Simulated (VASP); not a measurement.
Level of theory: PBEsol GGA, VASP's PBE PAW potentials (set 64) (plane waves; VASP).

The input files of a VASP run:

INCAR:
```
PREC = Accurate
SIGMA = 0.05
LCHARG = .FALSE.
ALGO = Normal   # blocked Davidson
GGA = PS
LREAL = .FALSE.   # projection in real space or not
NELM = 100   # most electronic steps
LWAVE = .FALSE.
IBRION = 2   # conjugate gradients
LASPH = .TRUE.   # aspherical one-centre terms
ISIF = 3   # ions, shape and volume
ISMEAR = 0
SYSTEM = Ba2NF
ENCUT = 520   # plane-wave cut-off (eV)
EDIFFG = -0.02   # ionic stop
EDIFF = 1E-6   # SCF stop (eV)
LMAXMIX = 4
NSW = 60   # most ionic steps
```

**KPOINTS**
```
Automatic mesh
0
Gamma
6 6 6
0 0 0
```

POSCAR:
```
Ba2NF
1
    1.9903751124     1.1491431482     6.6348101956
   -1.9903751124     1.1491431482     6.6348101956
    0.0000000000    -2.2982872801     6.6348101945
Ba N F
2 1 1
Direct
  0.7576774220   0.7576774220   0.7576774220
  0.2423225780   0.2423225780   0.2423225780
  0.5000000000   0.5000000000   0.5000000000
  1.0000000000   1.0000000000   1.0000000000
```

POTCAR, in this order: Ba_sv N F (PBE.64 set). Program: vasp_std.

The resulting files:

**OSZICAR**
```
       N       E                     dE             d eps       ncg     rms          rms(c)
DAV:   1     0.214436943944E+03    0.21444E+03   -0.14984E+04  1280   0.144E+03
DAV:   2    -0.141657408030E+02   -0.22860E+03   -0.21947E+03  1968   0.283E+02
DAV:   3    -0.266960682119E+02   -0.12530E+02   -0.12436E+02  1652   0.719E+01
DAV:   4    -0.270007196978E+02   -0.30465E+00   -0.30417E+00  1908   0.983E+00
DAV:   5    -0.270053741980E+02   -0.46545E-02   -0.46537E-02  1572   0.109E+00    0.124E+01
DAV:   6    -0.223783642446E+02    0.46270E+01   -0.36585E+01  1544   0.294E+01    0.849E+00
DAV:   7    -0.219462046378E+02    0.43216E+00   -0.38566E+00  1476   0.101E+01    0.353E+00
DAV:   8    -0.218553648091E+02    0.90840E-01   -0.46494E-01  1460   0.431E+00    0.110E+00
DAV:   9    -0.218525339195E+02    0.28309E-02   -0.49838E-02  1772   0.140E+00    0.578E-01
DAV:  10    -0.218562542998E+02   -0.37204E-02   -0.80364E-03  1600   0.645E-01    0.172E-01
DAV:  11    -0.218560520369E+02    0.20226E-03   -0.18345E-03  1784   0.244E-01    0.621E-02
DAV:  12    -0.218560352714E+02    0.16765E-04   -0.58426E-04  1752   0.139E-01    0.204E-02
DAV:  13    -0.218560640755E+02   -0.28804E-04   -0.10252E-04  1488   0.657E-02    0.171E-02
DAV:  14    -0.218560660988E+02   -0.20232E-05   -0.10117E-05  1736   0.188E-02    0.100E-02
DAV:  15    -0.218560643597E+02    0.17390E-05   -0.93317E-06  1544   0.169E-02    0.104E-03
DAV:  16    -0.218560644409E+02   -0.81166E-07   -0.56778E-07   928   0.499E-03
   1 F= -.21856064E+02 E0= -.21856064E+02  d E =-.218561E+02
       N       E                     dE             d eps       ncg     rms          rms(c)
DAV:   1    -0.218562711388E+02   -0.20678E-03   -0.16769E-02  1320   0.903E-01    0.735E-02
DAV:   2    -0.218562094032E+02    0.61736E-04   -0.45451E-04  1648   0.149E-01    0.361E-02
DAV:   3    -0.218561817045E+02    0.27699E-04   -0.37801E-05  1624   0.458E-02    0.139E-02
DAV:   4    -0.218561783145E+02    0.33899E-05   -0.12672E-05  1820   0.240E-02    0.446E-03
DAV:   5    -0.218561784458E+02   -0.13126E-06   -0.14934E-06  1120   0.651E-03
   2 F= -.21856178E+02 E0= -.21856178E+02  d E =-.114005E-03
```

OUTCAR:
```
------------------------ aborting loop because EDIFF is reached ----------------------------------------
  FORCE on cell =-STRESS in cart. coord.  units (eV):
  Direction    XX          YY          ZZ          XY          YZ          ZX
  --------------------------------------------------------------------------------------
  Total       -0.0241426     -0.0241426      0.0178002      0.0000000     -0.0000000      0.0000000
  in kB       -0.4249627     -0.4249626      0.3133226      0.0000000     -0.0000000      0.0000000
  external PRESSURE =      -0.1788675 kB  Pullay stress =       0.0000000 kB
  volume of cell :       91.02
      direct lattice vectors                 reciprocal lattice vectors
     1.989330914  1.148540280  6.639567185     0.251340788  0.145111688  0.050204083
    -1.989330914  1.148540280  6.639567185    -0.251340788  0.145111688  0.050204083
     0.000000000 -2.297081544  6.639567184     0.000000000 -0.290223377  0.050204061
 POSITION                                       TOTAL-FORCE (eV/Angst)
 -----------------------------------------------------------------------------------
      0.00000     -0.00000     15.09055         0.000000      0.000000     -0.007809
      0.00000     -0.00000      4.82815         0.000000     -0.000000      0.007809
      0.00000     -0.00000      9.95935        -0.000000      0.000000     -0.000000
      0.00000     -2.29708      6.63957         0.000000      0.000000      0.000000
 -----------------------------------------------------------------------------------
    total drift:                               -0.000000     -0.000000      0.000000
  FREE ENERGIE OF THE ION-ELECTRON SYSTEM (eV)
  ---------------------------------------------------
  free  energy   TOTEN  =       -21.8561784458 eV

  energy  without entropy=      -21.8561784458  energy(sigma->0) =      -21.85617845

 reached required accuracy - stopping structural energy minimisation
```
(Selected blocks of OUTCAR.)

### CONTCAR
```
Ba2NF
   1.00000000000000
     1.9893309140931930    1.1485402801682087    6.6395671851155456
    -1.9893309140931930    1.1485402801682087    6.6395671851155456
     0.0000000000000000   -2.2970815442289645    6.6395671841374888
  Ba              N               F
     2     1     1
Direct
     0.7576073025446485    0.7576073025446485    0.7576073025446485
     0.2423926974553515    0.2423926974553515    0.2423926974553515
     0.5000000000000000    0.5000000000000000    0.5000000000000000
     0.0000000000000000    0.0000000000000000    1.0000000000000000
```

**OUTCAR**
```
 val. band max:        2.5221003213   @ k =   0.5000   0.5000   0.0000

 cond. band min:       3.4334552728   @ k =   0.5000   0.5000   0.0000


 Fermi energy:         2.7561985865

 k-point     1 :       0.0000    0.0000    0.0000
  band No.  band energies     occupation
      1     -24.3630      2.00000
      2     -24.1251      2.00000
      3     -20.8027      2.00000
      4     -10.7895      2.00000
      5      -9.0466      2.00000
      6      -9.0466      2.00000
      7      -8.9939      2.00000
      8      -8.9309      2.00000
      9      -8.9309      2.00000
     10      -7.1268      2.00000
     11      -2.6798      2.00000
     12      -2.5691      2.00000
     13      -2.5691      2.00000
     14       1.3988      2.00000
     15       2.1341      2.00000
     16       2.1341      2.00000
     17       4.2719      0.00000
     18       5.9135      0.00000
     19       6.0794      0.00000
     20       6.0794      0.00000

 k-point     2 :       0.1667    0.0000   -0.0000
  band No.  band energies     occupation
      1     -24.3107      2.00000
      2     -24.1067      2.00000
      3     -20.8116      2.00000
      4     -10.7531      2.00000
      5      -9.4348      2.00000
      6      -9.1987      2.00000
      7      -9.1291      2.00000
      8      -9.0077      2.00000
      9      -8.9905      2.00000
     10      -7.0307      2.00000
     11      -2.6201      2.00000
     12      -2.5632      2.00000
     13      -2.5532      2.00000
     14       1.6577      2.00000
     15       1.9423      2.00000
     16       2.2090      2.00000
     17       5.0497      0.00000
     18       5.3568      0.00000
     19       6.3742      0.00000
     20       6.5779      0.00000

 k-point     3 :       0.3333   -0.0000    0.0000
  band No.  band energies     occupation
      1     -24.1951      2.00000
      2     -24.0769      2.00000
      3     -20.8329      2.00000
      4     -10.7733      2.00000
      5      -9.9597      2.00000
...
```

Unless said otherwise, spin-orbit coupling is left out, though it shifts the bands of the heavy elements here.

The structure comes from a computed database's Ba2NF entry (R-3m); how it stands against other phases isn't given here. This run relaxes it. Symmetry was kept, so distortions that lower it aren't found. The start is the result of an earlier pass.
